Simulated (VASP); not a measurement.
Here is the system:

```
SnO
1.0
    2.97530     0.00000     0.00000
   -1.48765     2.57669     0.00000
    0.00000     0.00000     6.53510
Sn O
2 2
Direct
  0.00000   0.00000   0.00000
  0.00000   0.00000   0.50000
  0.33333   0.66667   0.25000
  0.66667   0.33333   0.75000
```

The numbers are results of PBEsol GGA, VASP's PBE PAW potentials (set 64) (plane waves; VASP), not measurements. Numerical set-up: 620 eV cut-off, 12×12×5 Γ-centred mesh, first-order Methfessel-Paxton smearing of 0.10 eV, potentials Sn_d O.

Energy and stress use the plane-wave basis of the starting cell.

The ions, cell shape and volume at an external pressure of 45.0 GPa are relaxed. Predict the relaxed structure.

```
SnO
1.0
    2.89259     0.00000     0.00000
   -1.44630     2.50506     0.00000
    0.00000     0.00000     6.49589
Sn O
2 2
Direct
  0.00000   0.00000   0.00000
  0.00000   0.00000   0.50000
  0.33333   0.66667   0.25000
  0.66667   0.33333   0.75000
```
Space group P6_3/mmc (194), at a tolerance of 0.03 Å.

How do energy and volume change from the first to the last step?

The energy (σ→0) changes by +175.4 meV/atom and the volume by -6.0 %, in 5 ionic steps.

The structure was generated: SnO was put into the NiAs type type (P6_3/mmc), which need not be its known phase. This run relaxes it under an external pressure of 45 GPa. Symmetry was kept, so distortions that lower it aren't found.
